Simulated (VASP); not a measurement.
Input:

```yaml
crystal:
  lattice:
    - [2.09804, -3.63390, 0.00000]
    - [2.09804, 3.63390, 0.00000]
    - [0.00000, 0.00000, 6.81490]
  atoms:
    - { symbol: Cd, position: [0.66667, 0.33333, 0.50000] }
    - { symbol: Cd, position: [0.33333, 0.66667, 0.00000] }
    - { symbol: S, position: [0.66667, 0.33333, 0.87700] }
    - { symbol: S, position: [0.33333, 0.66667, 0.37700] }
```

All values below come from PBE GGA, VASP's PBE PAW potentials (set 64) (plane waves; VASP). Numerical set-up: 530 eV cut-off, 6×6×3 Γ-centred mesh, Gaussian smearing of 0.050 eV, potentials Cd S.

Q: Give the elastic stiffness tensor with the ions relaxed (GPa, in the frame of the cell).

A: 
```json
[
 {"": "xx", "xx": "78.9", "yy": "46.1", "zz": "38.7", "yz": "0.0", "xz": "0.0", "xy": "0.0"},
 {"": "yy", "xx": "46.1", "yy": "78.9", "zz": "38.7", "yz": "0.0", "xz": "0.0", "xy": "0.0"},
 {"": "zz", "xx": "38.7", "yy": "38.7", "zz": "86.5", "yz": "0.0", "xz": "0.0", "xy": "0.0"},
 {"": "yz", "xx": "0.0", "yy": "0.0", "zz": "0.0", "yz": "14.8", "xz": "0.0", "xy": "0.0"},
 {"": "xz", "xx": "0.0", "yy": "0.0", "zz": "0.0", "yz": "0.0", "xz": "14.8", "xy": "0.0"},
 {"": "xy", "xx": "0.0", "yy": "0.0", "zz": "0.0", "yz": "0.0", "xz": "0.0", "xy": "16.4"}
]
```

Q: Estimate the Hill bulk modulus, Hill shear modulus, Young's modulus, Poisson's ratio.

A: 
```
Quantity              Result
------------------  --------
Hill bulk modulus   54.6 GPa
Hill shear modulus  17.0 GPa
Young's modulus     46.2 GPa
Poisson's ratio        0.359
```

Measured: C11 83.1 GPa (computed value off by -5.1 %), C12 50.4 GPa (computed value off by -8.6 %), C13 46.2 GPa (computed value off by -16.2 %), C33 94.8 GPa (computed value off by -8.7 %), C44 15.3 GPa (computed value off by -3.3 %), as given by Oses et al., (2018), arXiv:1811.08464. The calculation is for a static lattice, while the measured C11, C12, C13, C33, C44 hold thermal and zero-point effects, which are part of the difference.

The compound is CdS in the wurtzite structure. It was relaxed first.
